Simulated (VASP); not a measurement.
```yaml
crystal:
  lattice:
    - [4.23986, 0.00000, 0.00000]
    - [-2.11993, 3.67183, 0.00000]
    - [0.00000, 0.00000, 4.66387]
  atoms:
    - { symbol: Sr, position: [0.00000, 0.00000, 0.00000] }
    - { symbol: Al, position: [0.66667, 0.33333, 0.50000] }
    - { symbol: Si, position: [0.33333, 0.66667, 0.50000] }
```

These are PBEsol GGA, VASP's PBE PAW potentials (set 64) (plane waves; VASP) values and carry that method's errors. Settings: 400 eV cut-off, 9×9×8 Γ-centred mesh, tetrahedra with Blöchl corrections, potentials Sr_sv Al Si.

The cores are frozen, which limits the accuracy of field gradients.

Q: Give the principal components of the electric field gradient (V/Å²) and the asymmetry η at each nucleus.

A: 
| atom | Vxx | Vyy | Vzz | η |
|---|---|---|---|---|
| Sr1 | -8.4 | -8.4 | 16.7 | 0.00 |
| Al2 | -4.6 | -4.6 | 9.1 | 0.00 |
| Si3 | -1.6 | -1.6 | 3.1 | 0.00 |

The structure comes from a computed database's SrAlSi entry (P-6m2); how it stands against other phases isn't given here. It was relaxed first.
